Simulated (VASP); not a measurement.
```
AlNi3
1.0
    3.45942     0.00000     0.00000
    0.00000     3.45942     0.00000
    0.00000     0.00000     3.45942
Al Ni
1 3
Direct
  0.00000   0.00000   0.00000
  0.00000   0.50000   0.50000
  0.50000   0.00000   0.50000
  0.50000   0.50000   0.00000
```
Starting moments (μB, in the order of the record's atoms Al Ni Ni Ni): 0.0 0.3 0.3 0.3.

All values below come from TPSS meta-GGA, VASP's PBE PAW potentials (set 64) (plane waves; VASP). Numerical set-up: 520 eV cut-off, 9×9×9 Γ-centred mesh, first-order Methfessel-Paxton smearing of 0.10 eV, potentials Al Ni.

Problem. Give the stress tensor in GPa (positive for a compressed cell).

Solution. 
```
14.08   0.00   0.00
 0.00  14.08   0.00
 0.00   0.00  14.08
```
The pressure is its mean diagonal, 14.08 GPa.

The compound is Ni3Al in the L1_2 structure. This cell is one point of a volume scan, at 0.94 of the reference volume.
